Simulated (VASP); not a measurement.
An input for Ansatz (written as the equivalent of a VASP run, and not itself run):

Ansatz 0.2 input:
```yaml
crystal:
  lattice:
    - [-2.6199631, 2.6199631, 1.3539802]
    - [2.6199631, -2.6199631, 1.3539802]
    - [2.6199631, 2.6199631, -1.3539802]
  atoms:
    - { symbol: Au, position: [0.7500000, 0.2500000, 0.5000000] }
    - { symbol: Au, position: [0.0000000, 0.0000000, 0.0000000] }
kpoints:
  mp_grid: { grid: [17, 17, 17] }
hamiltonian:
  xc: pbesol
  pseudopotentials: { kind: paw }
scf:
  occupations: { method: tetrahedron }
  max_iter: 100
output: { forces: true, stress: true, eigenvalues: true }
```

Question: Write the VASP files for the same calculation (PBEsol).

Answer: This is not unique; one that fits is 
KPOINTS:
```
Automatic mesh
0
Gamma
17 17 17
0 0 0
```

### POSCAR
```
Au
1
   -2.6199630863     2.6199630863     1.3539801809
    2.6199630863    -2.6199630863     1.3539801809
    2.6199630863     2.6199630863    -1.3539801809
Au
2
Direct
  0.7500000000   0.2500000000   0.5000000000
  0.0000000000   0.0000000000   0.0000000000
```

INCAR:
```
SYSTEM = Au
PREC = Accurate
ENCUT = 400
EDIFF = 1E-7
NELM = 100
ALGO = Normal
LREAL = .FALSE.
LASPH = .TRUE.
ISMEAR = -5
GGA = PS
LMAXMIX = 6
LWAVE = .FALSE.
LCHARG = .TRUE.
LORBIT = 11
NEDOS = 601
ISIF = 2
```

POTCAR, in this order: Au (PBE.64 set). Program: vasp_std.

What does not carry over: each code has its own PAW files, so the cut-off isn't converted (ENCUT is set for VASP's; basis.ecutwfc is left out, and Ansatz then takes the one that its files recommend); Ansatz stops its SCF on the density residual and VASP on the energy change (EDIFF).

The structure was generated: Au was put into the beta-Sn type (I4_1/amd), which need not be its known phase. It was relaxed first.
